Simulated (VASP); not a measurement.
Method: rev-vdW-DF2, VASP's PBE PAW potentials (set 64) (plane waves; VASP).

The input files of a VASP run:

File KPOINTS:
```
Automatic mesh
0
Gamma
14 14 14
0 0 0
```

**POSCAR**
```
FeAl
1
    2.8548676001     0.0000000000     0.0000000000
    0.0000000000     2.8548676001     0.0000000000
    0.0000000000     0.0000000000     2.8548676001
Al Fe
1 1
Direct
  0.5000000000   0.5000000000   0.5000000000
  0.0000000000   0.0000000000   0.0000000000
```

### INCAR
```
# general
SYSTEM  =FeAl
PREC    =Accurate
ENCUT   =520
LREAL   =F
LASPH   =T

# electronic loop
EDIFF   =1E-7
NELM    =100
ALGO    =Normal
LMAXMIX =4

# smearing
ISMEAR  =-5

# functional
GGA     =MK
LUSE_VDW=T
AGGAC   =0.0
PARAM1  =0.1234568
PARAM2  =0.7114
ZAB_VDW =-1.8867

# ions
ISIF    =2

# output
LWAVE   =F
LCHARG  =T
LORBIT  =11
NEDOS   =601
```

POTCAR, in this order: Al Fe (PBE.64 set). Program: vasp_std.

### Question
Predict the energy per atom (σ→0), band gap (on the k-mesh).

### Answer

The energy per atom (σ→0) is -4.749 eV/atom and the band gap (on the k-mesh) is none (metal, semimetal or under 0.01 eV).

**OSZICAR**
```
...
DAV:   8    -0.951273807611E+01    0.31606E-01   -0.21018E-01  2448   0.581E+00    0.134E+00
DAV:   9    -0.949916905495E+01    0.13569E-01   -0.40413E-02  2610   0.314E+00    0.322E-01
DAV:  10    -0.949881400892E+01    0.35505E-03   -0.81505E-04  2758   0.380E-01    0.125E-01
DAV:  11    -0.949880686324E+01    0.71457E-05   -0.19345E-05  2535   0.452E-02    0.894E-03
DAV:  12    -0.949880661059E+01    0.25264E-06   -0.10028E-06  3009   0.115E-02    0.567E-03
DAV:  13    -0.949880690012E+01   -0.28952E-06   -0.39193E-07  1301   0.831E-03    0.734E-04
DAV:  14    -0.949880690657E+01   -0.64548E-08   -0.25409E-08  1150   0.238E-03
   1 F= -.94988069E+01 E0= -.94988069E+01  d E =0.000000E+00
```

The compound is FeAl in the CsCl type structure. It was relaxed first, which changed the volume by -6 %. The run is not spin-polarised, so no magnetic state was tried. The electron count is odd and the run is not spin-polarised, which forces a metal.
